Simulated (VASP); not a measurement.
Computed with PBE GGA, VASP's PBE PAW potentials (set 64) (plane waves; VASP).

The input files of a VASP run:

File KPOINTS:
```
Automatic
0
gamma
18 18 18
```

INCAR:
```
ALGO  =  Fast
EDIFF  =  1E-5
EDIFFG  =  -0.03
ENCUT  =  400
GGA  =  PE
IBRION  =  2
ISIF  =  2
ISMEAR  =  1
LASPH  =  T
LCHARG  =  F
LMAXMIX  =  4
LREAL  =  F
LWAVE  =  F
NELM  =  100
NELMIN  =  4
NSW  =  20
PREC  =  Normal
SIGMA  =  0.1
SYSTEM  =  Pd
```

POSCAR:
```
Pd
1.0
  0.0000000000   1.9715613141   1.9715613141
  1.9715613141   0.0000000000   1.9715613141
  1.9715613141   1.9715613141   0.0000000000
Pd
1
Cartesian
  0.0000000000   0.0000000000   0.0000000000
```

POTCAR, in this order: Pd (PBE.64 set). Program: vasp_std.

Task: What does the run give for the energy per atom (σ→0), band gap (on the k-mesh)?

Result: 
The energy per atom (σ→0) comes out as -5.219 eV/atom and the band gap (on the k-mesh) is none (metal, semimetal or under 0.01 eV).

OSZICAR:
```
...
DAV:   4    -0.548948578651E+01   -0.14458E-02   -0.14455E-02  3989   0.115E+00
DAV:   5    -0.548950371441E+01   -0.17928E-04   -0.17929E-04  4151   0.112E-01    0.693E+00
RMM:   6    -0.523161982933E+01    0.25788E+00   -0.49900E-01  3510   0.774E+00    0.337E+00
RMM:   7    -0.522289522334E+01    0.87246E-02   -0.82346E-03  3510   0.118E+00    0.182E+00
RMM:   8    -0.521958070639E+01    0.33145E-02   -0.12110E-03  3510   0.363E-01    0.905E-02
RMM:   9    -0.521956296010E+01    0.17746E-04   -0.16246E-04  3510   0.135E-01    0.284E-02
RMM:  10    -0.521956810329E+01   -0.51432E-05   -0.34073E-05  2895   0.538E-02
   1 F= -.52195681E+01 E0= -.52192568E+01  d E =-.521957E+01
```

The compound is Pd in the fcc structure. It was relaxed first.
